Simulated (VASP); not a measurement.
# BFH2: single point with B3LYP+D4

BFH2, in a box:

```xyz
4
Lattice="12.0000 0.0000 0.0000 0.0000 11.0000 0.0000 0.0000 0.0000 11.0000" Properties=species:S:1:pos:R:3 pbc="T T T"
B     5.9614    5.3968    5.5910
F     7.0499    5.1041    6.2717
H     4.9762    4.7516    5.8081
H     6.0229    6.2904    4.7963
```

* Program: VASP 6.6.1
* Task: single point
* Functional: B3LYP
* Dispersion: D4
* Potentials or basis: VASP PAW PBE potentials, release 64 (B, F, H)
* Cutoff: 520 eV
* k mesh: 1 × 1 × 1
* Occupations: gaussian, width 0.01 eV
* Spin: no spin polarisation

The largest force is 0.447 eV/Å and the gap between the frontier levels is 7.66 eV. The dispersion energy per atom is -0.009 eV.

Forces in eV/Å, atoms in the order of the input:
```
B   -0.369  0.102 -0.231
F    0.255 -0.068  0.169
H    0.125  0.076 -0.033
H   -0.011 -0.110  0.095
```

Levels at points of the mesh, in eV from the valence-band top:
```tsv
k point	band 3	band 4	band 5	band 6	band 7	band 8	band 9	band 10
(0.00, 0.00, 0.00)	-4.16	-3.73	-3.28	0.00	7.66	8.96	9.74	10.04
```

It took 4.5 min on 1 thread of Intel(R) Xeon(R) 6975P-C (Granite Rapids), with other jobs on the host, peak memory 1.1 GiB.

Caveat: the PAW data sets were made with another functional, which shifts forces and pressure a little.
